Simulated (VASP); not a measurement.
Consider the following.

```
Ni
1.0
    0.00000     1.79520     1.79520
    1.79520     0.00000     1.79520
    1.79520     1.79520     0.00000
Ni
1
Direct
  0.00000   0.00000   0.00000
```
Starting moments (μB, in the order of the record's atoms Ni): 0.8.

Method: PBE GGA, VASP's PBE PAW potentials (set 64) (plane waves; VASP 6.6.1). Numerical set-up: 400 eV cut-off, KSPACING 0.2 per Å, first-order Methfessel-Paxton smearing of 0.10 eV, potentials Ni.

Gaps are read on the run's mesh, which can miss a band edge.

Question: Predict the cell moment, energy per atom (σ→0), pressure, band gap (on the k-mesh) with the smallest direct gap where there is one.

Answer: 
| Quantity | Value |
|---|---|
| band gap (on the k-mesh) | none (metal, semimetal or under 0.01 eV) |
| cell moment | 0.64 μB |
| energy per atom (σ→0) | -5.448 eV/atom |
| pressure | -10.97 GPa |

Question: Give the moment on each site (PAW-sphere projection).

Answer: 
```tsv
site	moment (μB)
Ni1	0.66
```

Total energies compare only between runs with the same potentials, cut-off and functional.

The compound is Ni in the fcc structure. The cell was not relaxed at this level. The run is one of a series of settings (KGAMMA = .FALSE., KSPACING = 0.2, KPOINTS file removed against the base run), some of them coarse on purpose.
